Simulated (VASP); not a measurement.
The system is Ga4As3P.

```
Ga As P
1.0
    -2.83777    2.83777    0.00000
    -2.83777   -5.67554    2.83777
     2.83777    2.83777    5.67554
Ga As P
4 3 1
Direct
  0.00000 0.00000 0.00000
  0.75000 0.50000 0.25000
  0.50000 0.00000 0.50000
  0.25000 0.50000 0.75000
  0.56250 0.12500 0.18750
  0.31250 0.62500 0.43750
  0.06250 0.12500 0.68750
  0.81250 0.62500 0.93750
```

The cell comes from a database or a generator and needn't be the stable form of this composition.

* Program: VASP 6.6.1
* Task: relaxation of cell and atoms
* Functional: PBEsol
* Potentials or basis: VASP PAW PBE potentials, release 64 (Ga_d, As, P)
* Cutoff: 600 eV
* k mesh: 2 × 2 × 2
* Occupations: gaussian, width 0.02 eV
* Spin: no spin polarisation

At the start: pressure -1.5 GPa; volume 22.85 Å³/atom.

Task: Where does the relaxation end?

Result: Over 14 steps the energy falls by 35.7 meV/atom and the volume is 22.32 Å³/atom (-2.3 %); space group Cm (No. 8, to 0.05 Å).

Step by step:
```tsv
step	energy change (eV)	largest force (eV/Å)	pressure (GPa)	volume (Å³)
1	0.0000	0.6849	-1.52	182.82
2	-0.1920	0.6013	0.82	177.02
3	-0.1920	0.6028	0.88	176.95
4	-0.2627	0.2359	0.12	178.40
5	-0.2750	0.2132	-0.27	179.35
6	-0.2831	0.0966	0.02	178.53
7	-0.2831	0.0970	0.04	178.45
8	-0.2851	0.0560	0.07	178.36
9	-0.2851	0.0379	0.07	178.37
10	-0.2854	0.0255	-0.02	178.64
11	-0.2854	0.0212	-0.09	178.75
12	-0.2855	0.0236	-0.02	178.66
13	-0.2855	0.0260	0.00	178.63
14	-0.2856	0.0094	0.02	178.59
```

Final structure:
```
Ga As P
1.0
    -2.99269    2.99269    0.00000
    -2.67880   -5.67149    2.63890
     2.81413    2.81413    5.36796
Ga As P
4 3 1
Direct
  0.99569 0.99138 0.00101
  0.75244 0.50487 0.24520
  0.50252 0.00504 0.50287
  0.25427 0.50854 0.76192
  0.56079 0.12158 0.18093
  0.31071 0.62142 0.43544
  0.06268 0.12536 0.68793
  0.81090 0.62180 0.93471
```

Caveat: the k mesh is coarse (spacing up to 0.82 Å⁻¹), so the values aren't converged; the PAW data sets were made with another functional, which shifts forces and pressure a little.
